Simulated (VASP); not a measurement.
# Ruthenium: cell size and functional, part 3 of 3

Which functional gives which lattice for Ruthenium? The starting structure is a measured crystal structure from the Crystallography Open Database. The first relaxation on each setting starts from this cell expanded by 3 % in volume.

VASP 6.6.1.

Results so far: PBEsol 13.31 Å³ an atom; LDA 13.12 Å³ an atom; PBE 13.75 Å³ an atom; PBEsol + D3(BJ) 13.04 Å³ an atom; r2SCAN 13.55 Å³ an atom; r2SCAN + rVV10 13.46 Å³ an atom; vdW-DF-cx 13.39 Å³ an atom.

## Step 9: Relaxation with BLYP

Level of this step: BLYP; plane waves and PAW (Ru_pv) (VASP).

BLYP comes from molecular chemistry and underbinds dense solids. This run starts from the cell of an earlier relaxation, which isn't shown; the restart sets up the plane waves anew.

Contents of INCAR:

```
SYSTEM = Ru
PREC = Accurate
ENCUT = 450
EDIFF = 1E-06
NELM = 100
ISMEAR = 1
SIGMA = 0.15
LREAL = .FALSE.
ALGO = Normal
GGA = B5
ALDAX = 1
AGGAX = 1
AGGAC = 1
ALDAC = 0
NBANDS = 20
LASPH = .TRUE.
LORBIT = 11
LWAVE = .FALSE.
LCHARG = .FALSE.
KPAR = 8
IBRION = 2
NSW = 50
ISIF = 3
EDIFFG = -0.006
```

Contents of POSCAR:

```
Ru
1.0
    2.7658311208      0.0000000000      0.0000000000
   -1.3829155604      2.3952800132      0.0000000000
    0.0000000000      0.0000000000      4.3589619848
Ru
2
Direct
    0.6666666667      0.3333333333      0.7500000000
    0.3333333333      0.6666666667      0.2500000000
```

Contents of KPOINTS:

```
Automatic mesh
0
Gamma
18 18 10
0 0 0
```

PAW data sets: Ru_pv (PBE family, release 64).

On the command line:

```bash
$ mpirun -np 8 vasp_std
```

Output:

```text
[banner, memory and clock lines left out]
running    8 mpi-ranks, on    1 nodes
[...]
[... a notice as in an earlier step ...]

 [... a notice as in an earlier step ...]

 LDA part: xc-table for (Slater(with rela. corr.)+VWN5), standard interpolation
 POSCAR, INCAR and KPOINTS ok, starting setup
[...]
entering main loop
       N       E                     dE             d eps       ncg     rms          rms(c)
DAV:   1     0.266467890218E+03    0.26647E+03   -0.16441E+04  8920   0.139E+03
DAV:   2    -0.117061817949E+02   -0.27817E+03   -0.27048E+03  9220   0.431E+02
DAV:   3    -0.170209501163E+02   -0.53148E+01   -0.52716E+01 10080   0.668E+01
DAV:   4    -0.170654265669E+02   -0.44476E-01   -0.44449E-01 12028   0.567E+00
[...]
DAV:  10    -0.158487221867E+02   -0.13242E-04   -0.53083E-05  9868   0.744E-02    0.163E-02
DAV:  11    -0.158487206220E+02    0.15647E-05   -0.78151E-06 10120   0.247E-02    0.165E-03
DAV:  12    -0.158487206191E+02    0.29681E-08   -0.65588E-08  5924   0.253E-03
[...]
DAV:   1    -0.158492100091E+02   -0.48939E-03   -0.10393E-02  9672   0.112E+00    0.171E-01
DAV:   2    -0.158487177418E+02    0.49227E-03   -0.15034E-03  9512   0.373E-01    0.279E-02
DAV:   3    -0.158487089419E+02    0.87999E-05   -0.62229E-05  9820   0.674E-02    0.167E-02
DAV:   4    -0.158487095931E+02   -0.65125E-06   -0.46069E-06  9860   0.184E-02
   2 F= -.15848710E+02 E0= -.15848388E+02  d E =0.110259E-04
 trial-energy change:    0.000011  1 .order    0.000005   -0.000015    0.000025
 step:   0.2197(harm=  0.3774)  dis= 0.00000  next Energy=   -15.848722 (dE=-0.159E-05)
[...]
N       E                     dE             d eps       ncg     rms          rms(c)
DAV:   1    -0.158490323755E+02   -0.32343E-03   -0.64185E-03  9548   0.878E-01    0.135E-01
DAV:   2    -0.158487216671E+02    0.31071E-03   -0.93349E-04  9476   0.293E-01    0.219E-02
DAV:   3    -0.158487177764E+02    0.38908E-05   -0.38197E-05  9784   0.528E-02    0.133E-02
DAV:   4    -0.158487228098E+02   -0.50334E-05   -0.27266E-06  9088   0.142E-02    0.186E-03
DAV:   5    -0.158487228413E+02   -0.31575E-07   -0.28097E-07  5708   0.508E-03
   3 F= -.15848723E+02 E0= -.15848402E+02  d E =-.222227E-05
[...]
reached required accuracy - stopping structural energy minimisation
```

Run time: 16 s. Hardware: 8 MPI ranks of Intel Xeon 6975P-C (Granite Rapids), shared host; peak memory 1.6 GiB; 2 min of CPU time.

OUTCAR, selected parts (step 9):

```text
  Total        0.0066911      0.0066911      0.0010496     -0.0000000      0.0000000      0.0000000
  in kB        0.3711489      0.3711489      0.0582202     -0.0000000      0.0000000      0.0000000
  external PRESSURE =       0.2668393 kB  Pullay stress =       0.0000000 kB

 POSITION                                       TOTAL-FORCE (eV/Angst)
 -----------------------------------------------------------------------------------
      1.38304      0.79850      3.26939         0.000000     -0.000000      0.000000
     -0.00000      1.59699      1.08980        -0.000000      0.000000      0.000000
 -----------------------------------------------------------------------------------
    total drift:                                0.000000     -0.000000      0.000000

  FREE ENERGIE OF THE ION-ELECTRON SYSTEM (eV)
  ---------------------------------------------------
  free  energy   TOTEN  =       -15.8487228413 eV

  energy  without entropy=      -15.8477604004  energy(sigma->0) =      -15.84840203

[... 2 parts as in an earlier step ...]

[... 2 further parts left out ...]
[key lines of the parts left out:]
E-fermi :  12.2644
```

With BLYP the relaxed cell holds 14.442 Å³ an atom, +6.39 % against the measured cell, with a = 2.766 Å and c = 4.359 Å. That is +8.50 % from PBEsol. Pressures at 0.985 and 1.015 times this volume, from two more relaxations that aren't shown, give a bulk modulus of 268.4 GPa.

## Step 10: The runs compared

```
          level  volume (Å³/atom)  against the measured cell (%)   a (Å)   c (Å)  bulk modulus (GPa)  pressure left (GPa)  core minutes
         PBEsol            13.311                          -1.95  2.6887  4.2521               349.8                 0.06          5.87
            LDA            13.115                          -3.39  2.6758  4.2303               367.7                -0.02          6.08
            PBE            13.754                           1.32   2.719  4.2964               313.2                -0.02          5.17
PBEsol + D3(BJ)             13.04                          -3.94  2.6697  4.2253               370.5                -0.04          6.21
         r2SCAN            13.545                          -0.22  2.7058  4.2725               339.2                -0.01          17.8
 r2SCAN + rVV10            13.461                          -0.84  2.6996  4.2655               347.7                -0.03          21.9
      vdW-DF-cx            13.388                          -1.38  2.6941  4.2598               344.1                -0.01          19.5
           BLYP            14.442                           6.39  2.7661  4.3592               268.4                 0.03          8.64
```

Core minutes are wall time times ranks, summed over the relaxations behind a row (those for a bulk modulus apart), on shared hosts.

## Step 11: What came out

| Property | Result |
| --- | --- |
| volume, PBEsol | 13.31 Å³/atom |
| volume, LDA | 13.12 Å³/atom |
| volume, PBE | 13.75 Å³/atom |
| volume, PBEsol + D3(BJ) | 13.04 Å³/atom |
| volume, r2SCAN | 13.55 Å³/atom |
| volume, r2SCAN + rVV10 | 13.46 Å³/atom |
| volume, vdW-DF-cx | 13.39 Å³/atom |
| volume, BLYP | 14.44 Å³/atom |

What this shows: Across 8 levels the volume of Ruthenium spans 10.8 %, from 13.04 Å³ an atom (PBEsol + D3(BJ)) to 14.44 Å³ (BLYP). Against the measured volume of the starting structure, r2SCAN comes nearest (-0.2 %) and BLYP lies farthest (+6.4 %). The measured cell holds zero-point expansion and, unless it was taken cold, thermal expansion, which the runs lack, so small differences decide nothing. Adding D3(BJ) to PBEsol changes the volume by -2.0 %. Adding rVV10 to r2SCAN changes the volume by -0.6 %. The bulk modulus goes from 268.4 GPa (BLYP) to 370.5 GPa (PBEsol + D3(BJ)). All runs keep the symmetry of the start, so they can't find a distortion of lower symmetry. Further runs on this material are not shown.

[Lines on the potential files, build, host, timing and source positions are cut from VASP's logs without a mark.]

[Logs are printed without paths, hosts, clocks, repeated set-up lines and the standing remarks that a program may print on its own settings, such as how far it seeks lower states.]

[Hosts, paths, dates, database ids (printed as entryN), source tags and the programs' standing remarks are cut or masked in the printed files.]
